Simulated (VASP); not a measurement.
# MgAlF5 (P1) in VASP: further runs

The runs below take MgAlF5 through single point, with PBE.

All numbers are computed with VASP 6.6.1; they aren't measurements. Logs are shortened: lines on timing, memory, paths and dates and some standing lists are left out, and cuts for length are marked.

## 1. The crystal as given

The typed cell holds 14 atoms: a = 7.299 Å, b = 5.105 Å, c = 5.279 Å, α = 75.71°, β = 67.05°, γ = 68.86°.

The cell was built by a generator and needn't be a form met in nature.

## 2. Single point, PBE

File INCAR:

```
SYSTEM = MgAlF5
  PREC = Accurate
  ENCUT = 520
  EDIFF = 1E-6
  ISMEAR = 1
  SIGMA = 0.15
  LREAL = .False.
  LASPH = .True.
  NELM = 100
  ALGO = Fast
  ISIF = 2
  LWAVE = .False.
  LCHARG = .True.
  GGA = PE
  LELF = .True.
  LVHAR = .True.
  NBANDS = 53
```

File KPOINTS:

```
regular mesh
0
Gamma
  3 3 3
  0 0 0
```

File POSCAR:

```
MgAlF5
1.0
    0.1237290000      0.1248660000      7.2964710000
    3.6045350000     -3.1148320000      1.8336230000
    3.6724740000      3.2579090000      1.9415190000
Mg Al F
2 2 10
Direct
    1.0022036145     -0.0022302974     -0.0100715392
    0.5046808058      1.0045812259      0.9991434002
    0.2424863177      0.5111477070      0.4994359689
    0.7482114692      0.5092724456      0.4843130784
    0.1341655480      0.7530066104      0.7450623608
    0.6427336085      0.7248205488      0.7769433293
    0.3843317481      0.2632578415      0.2599253020
    0.8679046348      0.2549028887      0.3066847154
    1.0046294412      0.5118462659      0.4787629330
    0.5058771851      0.4843897544      0.5004924468
    0.2466638817      0.8144125013      0.2019344886
    0.7353738925      0.7908173140      0.2216645337
    0.2599167374      0.2032970810      0.8215715940
    0.7574730898      0.1794639413      0.8124568219
```

Potentials or basis: VASP PAW PBE potentials, release 64 (Mg, Al, F).

Run with:

```sh
$ cat potpaw_PBE.64/Mg/POTCAR potpaw_PBE.64/Al/POTCAR potpaw_PBE.64/F/POTCAR > POTCAR
$ mpirun -np 1 vasp_std > vasp.out
```

OUTCAR:

```text
SYSTEM = MgAlF5
   PREC = Accurate
   ENCUT = 520
   EDIFF = 1E-6
   ISMEAR = 1
   LREAL = .False.
   LASPH = .True.
   NELM = 100
   ISIF = 2
   GGA = PE

 ion  position               nearest neighbor table
   1  0.002  0.998  0.990-   5 1.77   8 2.09  14 2.15  13 2.26  11 2.27  12 2.32   2 3.60
   2  0.505  0.005  0.999-   6 1.82   7 1.88  14 2.12  13 2.15  11 2.21  12 2.23   1 3.60
   3  0.242  0.511  0.499-   7 1.76   5 1.77   9 1.78  10 1.88  11 1.91  13 2.02
   4  0.748  0.509  0.484-   8 1.57  12 1.74  10 1.79   9 1.87   6 1.87  14 2.10
   5  0.134  0.753  0.745-   3 1.77   1 1.77
   6  0.643  0.725  0.777-   2 1.82   4 1.87
   7  0.384  0.263  0.260-   3 1.76   2 1.88
   8  0.868  0.255  0.307-   4 1.57   1 2.09
   9  0.005  0.512  0.479-   3 1.78   4 1.87
  10  0.506  0.484  0.500-   4 1.79   3 1.88
  11  0.247  0.814  0.202-   3 1.91   2 2.21   1 2.27
  12  0.735  0.791  0.222-   4 1.74   2 2.23   1 2.32
  13  0.260  0.203  0.822-   3 2.02   2 2.15   1 2.26
  14  0.757  0.179  0.812-   4 2.10   2 2.12   1 2.15

  LATTYP: Found a triclinic cell.
 ALAT       =     5.2792549058
 B/A-ratio  =     1.2073704560
 C/A-ratio  =     1.5102602098
 COS(alpha) =     0.0043703633
 COS(beta)  =     0.4631034498
 COS(gamma) =     0.6306318106

  Lattice vectors:

 A1 = (  -3.6724740000,  -3.2579090000,  -1.9415190000)
 A2 = (  -0.0679390000,  -6.3727410000,  -0.1078960000)
 A3 = (  -7.1532800000,  -0.0182110000,   3.5213290000)

Analysis of symmetry for initial positions (statically):
=====================================================================
 Subroutine PRICEL returns:
 Original cell was already a primitive cell.

 Routine SETGRP: Setting up the symmetry group for a
 triclinic supercell.

 Subroutine GETGRP returns: Found  1 space group operations
 (whereof  1 operations were pure point group operations)
 out of a pool of  2 trial point group operations.

The static configuration has the point symmetry C_1 .

Analysis of symmetry for dynamics (positions and initial velocities):
=====================================================================
 Subroutine PRICEL returns:
 Original cell was already a primitive cell.

 Routine SETGRP: Setting up the symmetry group for a
 triclinic supercell.

 Subroutine GETGRP returns: Found  1 space group operations
 (whereof  1 operations were pure point group operations)
 out of a pool of  2 trial point group operations.

The dynamic configuration has the point symmetry C_1 .

 Subroutine INISYM returns: Found  1 space group operations
 (whereof  1 operations are pure point group operations),
 and found     1 'primitive' translations

----------------------------------------------------------------------------------------

                                     Primitive cell

  volume of cell :     167.6292

  direct lattice vectors                    reciprocal lattice vectors
     0.123729000  0.124866000  7.296471000    -0.071713525 -0.001576935  0.138295616
     3.604535000 -3.114832000  1.833623000     0.140362214 -0.158420336  0.000330905
     3.672474000  3.257909000  1.941519000     0.136946519  0.155542765 -0.004984089

  length of vectors
     7.298588181  5.104608140  5.279254906     0.155791507  0.211656948  0.207298678

  position of ions in fractional coordinates (direct lattice)
     0.002203614  0.997769703  0.989928461
     0.504680806  0.004581226  0.999143400
     0.242486318  0.511147707  0.499435969
     0.748211469  0.509272446  0.484313078
     0.134165548  0.753006610  0.745062361
     0.642733609  0.724820549  0.776943329
     0.384331748  0.263257841  0.259925302
     0.867904635  0.254902889  0.306684715
     0.004629441  0.511846266  0.478762933
     0.505877185  0.484389754  0.500492447
     0.246663882  0.814412501  0.201934489
     0.735373893  0.790817314  0.221664534
     0.259916737  0.203297081  0.821571594
     0.757473090  0.179463941  0.812456822

  ion indices of the primitive-cell ions
   primitive index   ion index
                 1           1
[... 27 lines left out ...]
     0.045648840  0.051847588 -0.001661363     0.000000000 -0.000000000  0.333333333

  Length of vectors
     0.051930502  0.070552316  0.069099559

  Shift w.r.t. Gamma in fractional coordinates (k-lattice)
     0.000000000  0.000000000  0.000000000

 Subroutine IBZKPT returns following result:
 ===========================================

 Found     14 irreducible k-points:

 Following reciprocal coordinates:
            Coordinates               Weight
  0.000000  0.000000  0.000000      1.000000
  0.333333  0.000000 -0.000000      2.000000
 -0.000000  0.333333  0.000000      2.000000
  0.333333  0.333333 -0.000000      2.000000
 -0.333333  0.333333 -0.000000      2.000000
  0.000000 -0.000000  0.333333      2.000000
  0.333333  0.000000  0.333333      2.000000
 -0.333333  0.000000  0.333333      2.000000
  0.000000  0.333333  0.333333      2.000000
  0.333333  0.333333  0.333333      2.000000
 -0.333333  0.333333  0.333333      2.000000
  0.000000 -0.333333  0.333333      2.000000
  0.333333 -0.333333  0.333333      2.000000
 -0.333333 -0.333333  0.333333      2.000000
   k-points           NKPTS =     14   k-points in BZ     NKDIM =     14   number of bands    NBANDS=     53
   number of dos      NEDOS =    301   number of ions     NIONS =     14
   total plane-waves  NPLWV =  86400
   dimension x,y,z NGX =    54 NGY =   40 NGZ =   40
   dimension x,y,z NGXF=   108 NGYF=   80 NGZF=   80
   ions per type =               2   2  10
   NGX,Y,Z   is equivalent  to a cutoff of  12.30, 13.03, 12.60 a.u.
   NGXF,Y,Z  is equivalent  to a cutoff of  24.60, 26.05, 25.19 a.u.
 SYSTEM =  MgAlF5
   PREC   = accura    normal or accurate (medium, high low for compatibility)
   ISTART =      0    job   : 0-new  1-cont  2-samecut
   ICHARG =      2    charge: 1-file 2-atom 10-const
   ISPIN  =      1    spin polarized calculation?
   LNONCOLLINEAR =      F non collinear calculations
   LSORBIT =      F    spin-orbit coupling
   LASPH  =      T    aspherical Exc in radial PAW
   ENCUT  =  520.0 eV  38.22 Ry    6.18 a.u.  13.57  9.49  9.82*2*pi/ulx,y,z
   NELM   =    100;   NELMIN=  2; NELMDL= -5     # of ELM steps
   EDIFF  = 0.1E-05   stopping-criterion for ELM
   LREAL  =      F    real-space projection
   EDIFFG = 0.1E-04   stopping-criterion for IOM
   NSW    =      0    number of steps for IOM
   IBRION =     -1    ionic relax: 0-MD 1-quasi-New 2-CG
   NFREE  =      0    steps in history (QN), initial steepest desc. (CG)
   ISIF   =      2    stress and relaxation
   ISYM   =      2    0-nonsym 1-usesym 2-fastsym
   POTIM  = 0.5000    time-step for ionic-motion
   TEBEG  =    0.0;   TEEND  =   0.0 temperature during run
   PSTRESS=    0.0 pullay stress
   NELECT =      80.0000    total number of electrons
   NUPDOWN=      -1.0000    fix difference up-down
   EMIN   =  10.00;   EMAX   =-10.00  energy-range for DOS
   EFERMI =   0.00;   METHOD = LEGACY
   ISMEAR =     1;   SIGMA  =   0.15  broadening in eV -4-tet -1-fermi 0-gaus
   EFERMI_NEDOS =   21; number of points for ismear=-14 and -15
   IALGO  =     68    algorithm
   IMIX   =      4    mixing-type and parameters
     AMIX     =   0.40;   BMIX     =  1.00
     AMIX_MAG =   1.60;   BMIX_MAG =  1.00
  volume/ion in A,a.u.               =      11.97        80.80
  Fermi-wavevector in a.u.,A,eV,Ry     =   1.279347  2.417615 22.269036  1.636728
  Thomas-Fermi vector in A             =   2.411837
   LORBIT       =      0    0 simple, 1 ext, 2 COOP (PROOUT), +10 PAW based schemes
   GGA     = PE    functional components
   LHFCALC =     F    Hartree Fock is set to
   AEXX    =    0.0000 exact exchange contribution
   IVDW    =     0    specifies the selected vdW correction
   LEPSILON=     F    determine dielectric tensor
   LRPA    =     F    only Hartree local field effects (RPA)
 non-spin polarized calculation
 RMM-DIIS sequential band-by-band and
 Methfessel and Paxton  Order N= 1 SIGMA  =   0.15
  energy-cutoff  :      520.00
  volume of cell :      167.63
 maximum number of plane-waves:      4530
 NGX is ok and might be reduce to    54
   NGX = 27   NGY = 19   NGZ = 19

 number of electron      79.9999990 magnetization

 Free energy of the ion-electron system (eV)
  ---------------------------------------------------
  ext. energy  EPLUGINS =         0.00000000
  ---------------------------------------------------
  free energy    TOTEN  =       -76.20715823 eV

  energy without entropy =      -76.21636610  energy(sigma->0) =      -76.21022752

 E-fermi :  -1.0260     XC(G=0):  -9.1728

 val. band max:       -1.0751566684   @ k =   0.0000   0.0000   0.0000
 cond. band min:       5.2079620082   @ k =   0.0000   0.0000   0.0000
 fundamental gap:      6.2831186766
 Fermi energy:        -1.0260209506

 k-point     1 :       0.0000    0.0000    0.0000
  band No.  band energies     occupation
      1     -22.9632      2.00000
      2     -22.3977      2.00000
      3     -22.3344      2.00000
      4     -22.0007      2.00000
      5     -21.9200      2.00000
      6     -21.6088      2.00000
[... 759 lines left out ...]
     51      12.8629      0.00000
     52      13.2517      0.00000
 [bands above 52 left out]

------------------------ aborting loop because EDIFF is reached ----------------------------------------

  FORCE on cell =-STRESS in cart. coord.  units (eV):
  Direction    XX          YY          ZZ          XY          YZ          ZX
  --------------------------------------------------------------------------------------
  -------------------------------------------------------------------------------------
  Total       13.5264590     -2.2266917     -5.2736755     -2.2857055     -2.8318148     -2.2849922
  in kB      129.2840571    -21.2824165    -50.4050739    -21.8464627    -27.0661010    -21.8396454
  external PRESSURE =      19.1988556 kB  Pullay stress =       0.0000000 kB

 VOLUME and BASIS-vectors are now :
 -----------------------------------------------------------------------------
  energy-cutoff  :      520.00
  volume of cell :      167.63
      direct lattice vectors                 reciprocal lattice vectors
     0.123729000  0.124866000  7.296471000    -0.071713525 -0.001576935  0.138295616
     3.604535000 -3.114832000  1.833623000     0.140362214 -0.158420336  0.000330905
     3.672474000  3.257909000  1.941519000     0.136946519  0.155542765 -0.004984089

 POSITION                                       TOTAL-FORCE (eV/Angst)
 -----------------------------------------------------------------------------------
      7.23226      0.11749      3.76758         2.476270      0.018416      0.078133
      3.74829      3.30387      5.63065         0.627827     -0.243957     -0.152262
      3.70662      0.06526      3.67621        -0.351041      0.010886      1.131740
      3.70689      0.08498      7.33342         5.138740      1.301039      0.203370
      5.46706      0.09861      3.80622        -1.421898      0.037598     -0.182730
      5.54547      0.35377      7.52719        -1.736129     -0.253976     -0.443791
      1.95104      0.07480      3.79163         0.070473      0.199960     -0.263575
      2.15248      0.31354      7.39547        -6.209251      0.247977      0.163883
      3.60378     -0.03397      1.90184         0.346662      0.261881      0.146919
      3.64664      0.18493      5.55102         0.705478     -0.076062     -0.588772
      3.70770     -1.84807      3.68516         0.021782      0.850417      0.127104
      3.75557     -1.64928      7.24606         0.173657     -0.971888      0.462886
      3.78215      2.07582      3.86434        -0.196846     -1.083477     -0.876736
      3.72433      2.18249      7.43335         0.354276     -0.298814      0.193831
 -----------------------------------------------------------------------------------
    total drift:                               -0.001078      0.000431     -0.000212

  FREE ENERGIE OF THE ION-ELECTRON SYSTEM (eV)
  ---------------------------------------------------
  free  energy   TOTEN  =       -76.2071582267 eV

  energy  without entropy=      -76.2163661028  energy(sigma->0) =      -76.21022752
```

It took 95 s on 1 thread of Intel Xeon Platinum 8488C (Sapphire Rapids), shared host; peak memory 0.33 GiB.

What came out:

* Free energy: -76.2072 eV
* Pressure: 1.9 GPa
* Largest force: 6.216 eV/Å
* Band gap on the k mesh: 6.28 eV

Forces in eV/Å, atoms in the order of the input:
```
Mg   2.476  0.018  0.078
Mg   0.628 -0.244 -0.152
Al  -0.351  0.011  1.132
Al   5.139  1.301  0.203
F   -1.422  0.038 -0.183
F   -1.736 -0.254 -0.444
F    0.070  0.200 -0.264
F   -6.209  0.248  0.164
F    0.347  0.262  0.147
F    0.705 -0.076 -0.589
F    0.022  0.850  0.127
F    0.174 -0.972  0.463
F   -0.197 -1.083 -0.877
F    0.354 -0.299  0.194
```

Stress tensor (GPa, compression positive):
```
12.93 -2.18 -2.18
-2.18 -2.13 -2.71
-2.18 -2.71 -5.04
```

Caveat: the k mesh is coarse (spacing up to 0.44 Å⁻¹), so the values aren't converged; forces of over 1 eV/Å show positions far from the minimum, so gaps and moduli don't describe the material at rest.

## 3. Single point, PBE

File INCAR:

```
  PREC = Accurate
  ENCUT = 520
  EDIFF = 1E-6
  ISMEAR = 1
  SIGMA = 0.15
  LREAL = F
  LASPH = T
  NELM = 100
  ALGO = Fast
  ISIF = 2
  LWAVE = F
  LCHARG = T
  GGA = PE
  LELF = T
  LVHAR = T
  NBANDS = 53
```

File KPOINTS:

```
Automatic mesh
0
Gamma
  3 3 3
```

File POSCAR:

```
MgAlF5
1.0
    0.1237290000      0.1248660000      7.2964710000
    3.6045350000     -3.1148320000      1.8336230000
    3.6724740000      3.2579090000      1.9415190000
Mg Al F
2 2 10
Direct
    1.0005590259     -0.0010086464     -0.0124827205
    0.4850127626      1.0347155396      1.0132500539
    0.2469025860      0.4863072860      0.5152451336
    0.7476931224      0.5124454765      0.5252274140
    0.1457866415      0.7404472598      0.7243348492
    0.6195941218      0.7264317280      0.7860337881
    0.3728410427      0.2579346415      0.2799015889
    0.8886976531      0.2109504258      0.2634137465
    1.0118342844      0.4863766847      0.4839386127
    0.4916252417      0.5048635226      0.5265342827
    0.2588088869      0.8332850810      0.1969992424
    0.7490266505      0.7883863732      0.2193269185
    0.2513178547      0.2172022669      0.7888027308
    0.7613070710      0.2145548220      0.7752174344
```

Potentials or basis: VASP PAW PBE potentials, release 64 (Mg, Al, F).

Run with:

```sh
$ cat potpaw_PBE.64/Mg/POTCAR potpaw_PBE.64/Al/POTCAR potpaw_PBE.64/F/POTCAR > POTCAR
$ mpirun -np 1 vasp_std > vasp.out
```

Run time: 95 s. Hardware: 1 thread of Intel Xeon Platinum 8488C (Sapphire Rapids), shared host; peak memory 0.32 GiB.

The run converged. Its results:

```yaml
Free_energy: -76.1678 eV
Pressure: 3.0 GPa
Largest_force: 2.618 eV/Å
Band_gap_on_the_k_mesh: 6.14 eV, direct
```

Forces on the atoms (eV/Å):
```
Mg  -0.635  0.140  0.150
Mg  -1.908  0.254 -0.407
Al   0.458 -1.876  1.004
Al  -2.112 -1.164 -1.018
F    2.268 -0.115 -0.768
F    0.826 -0.574  0.428
F   -0.849 -0.418  0.511
F    2.319 -0.425 -0.257
F    0.602 -0.244 -0.321
F   -0.625 -0.026  1.113
F   -0.474  0.994 -0.183
F    0.020  0.131  0.266
F    0.039  1.495 -0.339
F    0.071  1.827 -0.181
```

Stress tensor (GPa, compression positive):
```
12.66  0.14 -1.86
 0.14  0.00 -0.86
-1.86 -0.86 -3.66
```

Levels at points of the mesh, in eV from the valence-band top:
| k point | band 38 | band 39 | band 40 | band 41 | band 42 | band 43 |
| --- | --- | --- | --- | --- | --- | --- |
| (0.00, 0.00, 0.00) | -0.38 | -0.27 | 0.00 | 6.14 | 10.06 | 10.40 |

Caveat: the k mesh is coarse (spacing up to 0.44 Å⁻¹), so the values aren't converged; forces of over 1 eV/Å show positions far from the minimum, so gaps and moduli don't describe the material at rest.

[end of part 1 of 2]
